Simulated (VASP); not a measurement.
AlAs (zinc blende): the mBJ gap over mesh and path against the volume, with the cell scaled uniformly; PBEsol's own equilibrium is at 22.921 Å³/atom. VASP (PAW), 400 eV cut-off, 9×9×9 Γ-centred mesh, Gaussian smearing of 0.050 eV, potentials Al As. mBJ is a potential without an energy functional, so only the levels count. Fit the value as a straight line in ln V.

```csv
V (Å³/atom),mBJ gap over mesh and path (eV)
20.171,1.931
20.858,2.005
21.546,2.070
22.234,2.131
22.921,2.184
23.609,2.232
```

Q: Fit the rows as the text says and predict the value at 24.297.

A: The slope against ln V is 1.91 eV, the volume deformation potential of this gap. The line misses the rows by up to 0.008 and gives 2.294 at 24.297. The run gave 2.275, -0.019 from the line.

Left out are failed runs and those whose mesh is unfit for this quantity.

The compound is AlAs in the zinc blende structure.
